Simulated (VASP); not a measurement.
OSZICAR of a VASP run on Be₅Au (space group F-43m):

OSZICAR:
```
       N       E                     dE             d eps       ncg     rms          rms(c)
DAV:   1     0.331293491236E+02    0.33129E+02   -0.64566E+03   232   0.805E+02
DAV:   2    -0.274022986276E+02   -0.60532E+02   -0.58304E+02   278   0.170E+02
DAV:   3    -0.288714437064E+02   -0.14691E+01   -0.14637E+01   308   0.311E+01
DAV:   4    -0.288811074459E+02   -0.96637E-02   -0.96621E-02   272   0.268E+00
DAV:   5    -0.288812728600E+02   -0.16541E-03   -0.16539E-03   314   0.294E-01    0.140E+01
DAV:   6    -0.251294645020E+02    0.37518E+01   -0.44190E+01   224   0.607E+01    0.130E+01
DAV:   7    -0.245068731460E+02    0.62259E+00   -0.35757E+00   236   0.209E+01    0.316E+00
DAV:   8    -0.244639333292E+02    0.42940E-01   -0.36726E-01   260   0.553E+00    0.748E-01
DAV:   9    -0.244516511839E+02    0.12282E-01   -0.27980E-02   278   0.186E+00    0.276E-01
DAV:  10    -0.244507700301E+02    0.88115E-03   -0.16046E-03   260   0.325E-01    0.396E-02
DAV:  11    -0.244507568682E+02    0.13162E-04   -0.91808E-05   290   0.624E-02    0.143E-02
DAV:  12    -0.244507571052E+02   -0.23696E-06   -0.43365E-06   278   0.168E-02
   1 F= -.24450757E+02 E0= -.24441656E+02  d E =-.182021E-01
```

Q: Which electronic solver shows in the log?

A: It is blocked Davidson (ALGO = Normal, or the opening steps of other solvers). The INCAR had ALGO = Normal.

Q: Can the final energy be trusted as converged?

A: The calculation finished and met its thresholds. It stopped with EDIFF = 1E-6, NELM = 100 (PBEsol GGA, plane waves, VASP's PBE PAW potentials (set 64)).

The structure comes from a computed database's Be5Au entry (F-43m); how it stands against other phases isn't given here. The cell was not relaxed at this level. The k-mesh is coarse (spacing up to 0.44 per Å, 2π included), so the numbers may not be converged in it. The run is one of a series of settings (KPOINTS 4×4×4 Γ-centred mesh against the base run), some of them coarse on purpose. The electron count is odd and the run is not spin-polarised, which forces a metal.
